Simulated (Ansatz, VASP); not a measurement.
## Two plane-wave programs on OsO3

```
Os O
1.0
    -2.07765    2.07765    2.07765
     2.07765   -2.07765    2.07765
     2.07765    2.07765   -2.07765
Os O
1 3
Cartesian
  0.0000 0.0000 0.0000
  2.0777 0.0000 0.0000
  0.0000 2.0777 0.0000
  0.0000 0.0000 2.0777
```

Alike in both runs: functional PBE; k mesh 16 × 16 × 16; occupations gaussian, width 0.1 eV; no spin polarisation.

Ansatz relaxed the structure, and its values are those at the end. VASP's run is a single point on that final structure, the one shown.

|  | VASP | Ansatz |
| --- | --- | --- |
| version | VASP 6.6.1 | Ansatz 0.2.0 |
| potentials or method | VASP PAW PBE potentials, release 64 (Os, O) | scalar-relativistic, plane waves, PAW |
| plane-wave cutoff (eV) | 520 | 420 |
| valence electrons in the cell | 26 | 34 |

VASP gave:

| Item | Value |
| --- | --- |
| gap on the k mesh at the Fermi level (eV) | none |
| pressure (GPa) | 1.5 |

Question: What did Ansatz give for the same quantities?

Answer: gap on the k mesh at the Fermi level (eV): none; pressure (GPa): 0.0.

A gap of «none» marks a metal or a gap that the smearing closes. The two sets of potentials don't hold the same shells in valence.

Spin-orbit coupling is left out, which matters for the levels of Os.
